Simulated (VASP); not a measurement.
Data:

SrCl2 is taken in the cubic space group Fm-3m (No. 225), the fluorite structure, Pearson symbol cF12. Cell: a = b = c = 6.9457 Å, α = β = γ = 90.00°. Sr on 4a is surrounded by 8 Cl at 3.008 Å (cubic). Cl on 8c sees 4 Sr at 3.008 Å (tetrahedral). (Neighbours: up to the widest gap in distance over summed covalent radii, below 1.35, at either atom; cation-cation and far metal-metal contacts left out.)
(The calculation used a cell of 3 atoms; values per cell refer to that cell.)

Method: vdW-DF-cx, VASP's PBE PAW potentials (set 64) (plane waves; VASP). Run with 520 eV cut-off, 6×6×6 Γ-centred mesh, Gaussian smearing of 0.050 eV, potentials Sr_sv Cl.

Question: Give the energy at these volumes per atom, relative to the lowest: 26.18, 27.02, 27.85, 28.69, 29.52 Å³.

Answer: 14.1, 3.6, 0.0, 2.3, 9.5 meV/atom. A third-order Birch-Murnaghan fit gives B0 = 37.0 GPa and B0′ = 4.6.

Measured: a 6.974 Å (computed value off by -0.4 %), as given by Kanchana et al., Calculated structural, elastic and electronic properties of SrCl2 (2010). The calculation is for a static lattice, while the measured a holds thermal and zero-point effects, which are part of the difference.

The compound is SrCl2 in the fluorite structure. It was relaxed first.
